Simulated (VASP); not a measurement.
OSZICAR of a VASP run on Au (fcc):

File OSZICAR:
```
       N       E                     dE             d eps       ncg     rms          rms(c)
DAV:   1     0.451854160908E+02    0.45185E+02   -0.58650E+03  3251   0.109E+03
DAV:   2    -0.939159570901E+00   -0.46125E+02   -0.43575E+02  3049   0.198E+02
DAV:   3    -0.131390389250E+01   -0.37474E+00   -0.37299E+00  3606   0.189E+01
DAV:   4    -0.131504965406E+01   -0.11458E-02   -0.11452E-02  3374   0.103E+00
DAV:   5    -0.131505676320E+01   -0.71091E-05   -0.71027E-05  3416   0.818E-02    0.861E+00
DAV:   6    -0.104602181535E+01    0.26903E+00   -0.90754E-01  3037   0.920E+00    0.546E+00
DAV:   7    -0.102769444485E+01    0.18327E-01   -0.68442E-02  3214   0.248E+00    0.268E+00
DAV:   8    -0.102521031027E+01    0.24841E-02   -0.14351E-03  3104   0.443E-01    0.227E-01
DAV:   9    -0.102520298650E+01    0.73238E-05   -0.57614E-06  3335   0.283E-02    0.105E-02
DAV:  10    -0.102520749808E+01   -0.45116E-05   -0.25248E-06  3251   0.209E-02    0.247E-03
DAV:  11    -0.102520745192E+01    0.46169E-07   -0.39590E-08  2424   0.197E-03
   1 F= -.10252075E+01 E0= -.10252075E+01  d E =0.000000E+00
```

### Question
Which electronic solver shows in the log?

### Answer
It is blocked Davidson (ALGO = Normal, or the opening steps of other solvers). The INCAR had ALGO = Normal.

### Question
Can the final energy be trusted as converged?

### Answer
The run converged. It stopped with EDIFF = 1E-7, NELM = 100 (rev-vdW-DF2, plane waves, VASP's PBE PAW potentials (set 64)).

The compound is Au in the fcc structure. It was relaxed first.
